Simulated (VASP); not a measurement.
Energy against volume of KTaO3 (cubic perovskite). Computed with optB88-vdW, VASP's PBE PAW potentials (set 64) (plane waves; VASP). Numerical set-up: 520 eV cut-off, 6×6×6 Γ-centred mesh, Gaussian smearing of 0.050 eV, potentials K_sv Ta_pv O.

| V (Å³/atom) | E (eV/atom) |
|---|---|
| 12.180 | -6.36198 |
| 12.569 | -6.38697 |
| 12.957 | -6.39502 |
| 13.346 | -6.38870 |

Q: Fit these four points and predict the energy of the run at 13.735 Å³/atom.

A: A cubic in V^(−2/3), the third-order Birch-Murnaghan form, passes through the four points with V0 = 12.97 Å³/atom and B0 = 196 GPa, and gives -6.3701 eV/atom there. The run gave -6.3702 eV/atom, -0.1 meV/atom from the fit; all five points give B0 = 196 GPa.

The compound is KTaO3 in the cubic perovskite structure. It was relaxed first.
